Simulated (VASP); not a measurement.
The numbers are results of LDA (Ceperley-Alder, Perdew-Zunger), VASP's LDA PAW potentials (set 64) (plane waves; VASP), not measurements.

VASP ran on this input.

INCAR:
```
SYSTEM = CuAu
PREC = Accurate
ENCUT = 500
EDIFF = 1E-6
NELM = 100
ALGO = Normal
LREAL = .FALSE.
LASPH = .TRUE.
ISMEAR = 1
SIGMA = 0.1
LMAXMIX = 6
LWAVE = .FALSE.
LCHARG = .FALSE.
IBRION = 2
ISIF = 3
NSW = 40
EDIFFG = -0.02
PSTRESS = 450
```

**KPOINTS**
```
Automatic mesh
0
Gamma
14 14 11
0 0 0
```

### POSCAR
```
CuAu
1
    2.6578634503    -0.0000000000    -0.0000000000
   -0.0000000000     2.6578634503    -0.0000000000
    0.0000000000     0.0000000000     3.3422920240
Cu Au
1 1
Direct
  1.0000000000   0.0000000000   1.0000000000
  0.5000000000   0.5000000000   0.5000000000
```

POTCAR, in this order: Cu Au (LDA.64 set). Program: vasp_std.

Output of the run:

**OSZICAR**
```
...
DAV:   3    -0.880683231202E+01    0.22400E-02   -0.18149E-02  7504   0.550E+00    0.321E-01
DAV:   4    -0.880617807937E+01    0.65423E-03   -0.11847E-03  9585   0.124E+00    0.140E-01
DAV:   5    -0.880604392987E+01    0.13415E-03   -0.26267E-04 10098   0.511E-01    0.184E-02
DAV:   6    -0.880604397672E+01   -0.46852E-07   -0.23151E-05  9943   0.119E-01    0.131E-02
DAV:   7    -0.880604361023E+01    0.36649E-06   -0.81358E-07  3933   0.299E-02
   2 F= -.21454369E+01 E0= -.21453526E+01  d E =-.382485E-03
       N       E                     dE             d eps       ncg     rms          rms(c)
DAV:   1    -0.880101126449E+01    0.50327E-02   -0.66568E-03  7812   0.152E+00    0.131E-01
DAV:   2    -0.880085733858E+01    0.15393E-03   -0.14401E-03  7126   0.140E+00    0.784E-02
DAV:   3    -0.880077763243E+01    0.79706E-04   -0.61144E-04  7554   0.103E+00    0.575E-02
DAV:   4    -0.880075648408E+01    0.21148E-04   -0.38276E-05  9690   0.214E-01    0.254E-02
DAV:   5    -0.880075206112E+01    0.44230E-05   -0.85300E-06  9230   0.925E-02    0.336E-03
DAV:   6    -0.880075203329E+01    0.27821E-07   -0.53056E-07  3520   0.213E-02
   3 F= -.21454591E+01 E0= -.21453710E+01  d E =-.404674E-03
       N       E                     dE             d eps       ncg     rms          rms(c)
DAV:   1    -0.880112034573E+01   -0.36828E-03   -0.13862E-02  7300   0.114E+00    0.107E-01
DAV:   2    -0.880094854828E+01    0.17180E-03   -0.19256E-04  9648   0.354E-01    0.636E-02
DAV:   3    -0.880088578228E+01    0.62766E-04   -0.18280E-04  8756   0.517E-01    0.439E-02
DAV:   4    -0.880086290625E+01    0.22876E-04   -0.92025E-05  8357   0.377E-01    0.113E-02
DAV:   5    -0.880086283078E+01    0.75469E-07   -0.29293E-06  5288   0.333E-02
   4 F= -.21457022E+01 E0= -.21456187E+01  d E =-.243176E-03
       N       E                     dE             d eps       ncg     rms          rms(c)
DAV:   1    -0.880335796206E+01   -0.24951E-02   -0.12502E-01  7265   0.343E+00    0.320E-01
DAV:   2    -0.880180384314E+01    0.15541E-02   -0.16984E-03  9630   0.103E+00    0.189E-01
DAV:   3    -0.880121908530E+01    0.58476E-03   -0.15706E-03  8861   0.150E+00    0.126E-01
DAV:   4    -0.880103317531E+01    0.18591E-03   -0.78080E-04  8282   0.111E+00    0.336E-02
DAV:   5    -0.880103286554E+01    0.30977E-06   -0.31060E-05  9773   0.104E-01    0.148E-02
DAV:   6    -0.880103257429E+01    0.29125E-06   -0.17701E-06  5077   0.411E-02
   5 F= -.21463630E+01 E0= -.21462836E+01  d E =-.903895E-03
       N       E                     dE             d eps       ncg     rms          rms(c)
DAV:   1    -0.880994843545E+01   -0.89156E-02   -0.50299E-01  7272   0.686E+00    0.641E-01
DAV:   2    -0.880368091661E+01    0.62675E-02   -0.65597E-03  9613   0.195E+00    0.374E-01
DAV:   3    -0.880120235428E+01    0.24786E-02   -0.58578E-03  9150   0.281E+00    0.231E-01
DAV:   4    -0.880058861837E+01    0.61374E-03   -0.27659E-03  8188   0.210E+00    0.645E-02
DAV:   5    -0.880058654412E+01    0.20742E-05   -0.10997E-04  9809   0.204E-01    0.293E-02
DAV:   6    -0.880058555111E+01    0.99301E-06   -0.77038E-06  8473   0.756E-02
   6 F= -.21473219E+01 E0= -.21472402E+01  d E =-.186284E-02
       N       E                     dE             d eps       ncg     rms          rms(c)
DAV:   1    -0.883414493055E+01   -0.33558E-01   -0.20343E+00  7271   0.138E+01    0.128E+00
DAV:   2    -0.880886463150E+01    0.25280E-01   -0.25190E-02  9549   0.360E+00    0.737E-01
DAV:   3    -0.879814155790E+01    0.10723E-01   -0.18929E-02  9738   0.465E+00    0.356E-01
DAV:   4    -0.879668998546E+01    0.14516E-02   -0.77809E-03  7959   0.357E+00    0.120E-01
DAV:   5    -0.879666853259E+01    0.21453E-04   -0.33478E-04  9872   0.430E-01    0.568E-02
DAV:   6    -0.879666469051E+01    0.38421E-05   -0.28283E-05  9746   0.125E-01    0.768E-03
DAV:   7    -0.879666413595E+01    0.55456E-06   -0.42066E-06  6312   0.767E-02
   7 F= -.21479230E+01 E0= -.21478843E+01  d E =-.246393E-02
       N       E                     dE             d eps       ncg     rms          rms(c)
DAV:   1    -0.893272192475E+01   -0.13606E+00   -0.83456E+00  7243   0.278E+01    0.259E+00
DAV:   2    -0.882933873339E+01    0.10338E+00   -0.10009E-01  9584   0.667E+00    0.147E+00
DAV:   3    -0.878205101858E+01    0.47288E-01   -0.61851E-02  9971   0.717E+00    0.494E-01
DAV:   4    -0.877971293757E+01    0.23381E-02   -0.18088E-02  7810   0.538E+00    0.247E-01
DAV:   5    -0.877952094877E+01    0.19199E-03   -0.12928E-03  9874   0.121E+00    0.111E-01
DAV:   6    -0.877950845629E+01    0.12492E-04   -0.86784E-05  9419   0.127E-01    0.117E-02
DAV:   7    -0.877950760729E+01    0.84900E-06   -0.65887E-06  8459   0.718E-02
   8 F= -.21467701E+01 E0= -.21466603E+01  d E =-.131106E-02
       N       E                     dE             d eps       ncg     rms          rms(c)
DAV:   1    -0.886612003341E+01   -0.86612E-01   -0.38853E+00  7259   0.189E+01    0.177E+00
DAV:   2    -0.881579812538E+01    0.50322E-01   -0.44629E-02  9620   0.391E+00    0.993E-01
DAV:   3    -0.879277040540E+01    0.23028E-01   -0.22680E-02  9732   0.331E+00    0.179E-01
DAV:   4    -0.879266365174E+01    0.10675E-03   -0.14625E-03  9135   0.647E-01    0.110E-01
DAV:   5    -0.879264362895E+01    0.20023E-04   -0.19640E-04  8443   0.560E-01    0.663E-02
DAV:   6    -0.879263421191E+01    0.94170E-05   -0.52100E-05  8860   0.265E-01    0.673E-03
DAV:   7    -0.879263375043E+01    0.46148E-06   -0.14189E-06  4088   0.309E-02
   9 F= -.21480201E+01 E0= -.21479454E+01  d E =-.256102E-02
       N       E                     dE             d eps       ncg     rms          rms(c)
DAV:   1    -0.879997455455E+01   -0.73403E-02   -0.25849E-01  7244   0.486E+00    0.461E-01
DAV:   2    -0.879664073808E+01    0.33338E-02   -0.31007E-03  9759   0.115E+00    0.259E-01
DAV:   3    -0.879514866328E+01    0.14921E-02   -0.17972E-03  9955   0.119E+00    0.821E-02
DAV:   4    -0.879508404585E+01    0.64617E-04   -0.54679E-04  7729   0.908E-01    0.436E-02
DAV:   5    -0.879507585991E+01    0.81859E-05   -0.48640E-05  9800   0.249E-01    0.190E-02
DAV:   6    -0.879507545380E+01    0.40611E-06   -0.23525E-06  5999   0.238E-02
  10 F= -.21480773E+01 E0= -.21480655E+01  d E =-.261820E-02
       N       E                     dE             d eps       ncg     rms          rms(c)
DAV:   1    -0.876536754718E+01    0.29708E-01   -0.20978E-01  6675   0.106E+01    0.919E-01
DAV:   2    -0.875707583780E+01    0.82917E-02   -0.80005E-02  6651   0.103E+01    0.421E-01
DAV:   3    -0.875359931444E+01    0.34765E-02   -0.30269E-02  6987   0.749E+00    0.344E-01
DAV:   4    -0.875302416087E+01    0.57515E-03   -0.16312E-03  9142   0.141E+00    0.178E-01
DAV:   5    -0.875289510316E+01    0.12906E-03   -0.44496E-04  9726   0.782E-01    0.315E-02
DAV:   6    -0.875288797582E+01    0.71273E-05   -0.58459E-05  9845   0.205E-01    0.372E-03
DAV:   7    -0.875288806735E+01   -0.91529E-07   -0.99834E-07  4434   0.207E-02
  11 F= -.21477152E+01 E0= -.21477180E+01  d E =0.362046E-03
       N       E                     dE             d eps       ncg     rms          rms(c)
DAV:   1    -0.878642744004E+01   -0.33539E-01   -0.92085E-02  6699   0.707E+00    0.599E-01
DAV:   2    -0.878273364662E+01    0.36938E-02   -0.33874E-02  6708   0.679E+00    0.264E-01
DAV:   3    -0.878130555893E+01    0.14281E-02   -0.12996E-02  6987   0.473E+00    0.229E-01
DAV:   4    -0.878104852463E+01    0.25703E-03   -0.69840E-04  9023   0.959E-01    0.118E-01
DAV:   5    -0.878099153387E+01    0.56991E-04   -0.17698E-04  9700   0.498E-01    0.187E-02
DAV:   6    -0.878098925980E+01    0.22741E-05   -0.22875E-05  9859   0.126E-01    0.292E-03
DAV:   7    -0.878098930420E+01   -0.44395E-07   -0.30399E-07  3394   0.101E-02
  12 F= -.21482260E+01 E0= -.21482199E+01  d E =-.148784E-03
```

OUTCAR:
```
------------------------ aborting loop because EDIFF is reached ----------------------------------------
  FORCE on cell =-STRESS in cart. coord.  units (eV):
  Direction    XX          YY          ZZ          XY          YZ          ZX
  --------------------------------------------------------------------------------------
  Total        6.6418699      6.6418699      6.6241966      0.0000000     -0.0000000      0.0000000
  in kB      450.6178406    450.6178406    449.4187970      0.0000000     -0.0000000      0.0000000
  external PRESSURE =       0.2181594 kB  Pullay stress =     450.0000000 kB
  volume of cell :       23.62
      direct lattice vectors                 reciprocal lattice vectors
     2.704569174  0.000000000 -0.000000000     0.369744656  0.000000000  0.000000000
     0.000000000  2.704569174 -0.000000000     0.000000000  0.369744656  0.000000000
    -0.000000000 -0.000000000  3.228467193     0.000000000  0.000000000  0.309744513
 POSITION                                       TOTAL-FORCE (eV/Angst)
 -----------------------------------------------------------------------------------
      0.00000      0.00000     -0.00000         0.000000      0.000000      0.000000
      1.35228      1.35228      1.61423        -0.000000     -0.000000      0.000000
 -----------------------------------------------------------------------------------
    total drift:                               -0.000000      0.000000      0.000000
  FREE ENERGIE OF THE ION-ELECTRON SYSTEM (eV)
  ---------------------------------------------------
  free  energy   TOTEN  =        -8.7809893042 eV

  energy  without entropy=       -8.7809707914  energy(sigma->0) =       -8.78098313
  enthalpy is  TOTEN    =        -2.1482260431 eV   P V=        6.6327632611

 reached required accuracy - stopping structural energy minimisation
```
(Selected blocks of OUTCAR.)

File CONTCAR:
```
CuAu
   1.00000000000000
     2.7045691742762301    0.0000000000000000   -0.0000000000000000
     0.0000000000000000    2.7045691742762301   -0.0000000000000001
    -0.0000000000000000   -0.0000000000000001    3.2284671934831599
  Cu              Au
     1     1
Direct
     0.0000000000000000    0.0000000000000000    0.0000000000000000
     0.5000000000000000    0.5000000000000000    0.5000000000000000
```

The compound is CuAu in the L1_0 structure. This run relaxes it under an external pressure of 45 GPa. Symmetry was kept, so distortions that lower it aren't found.
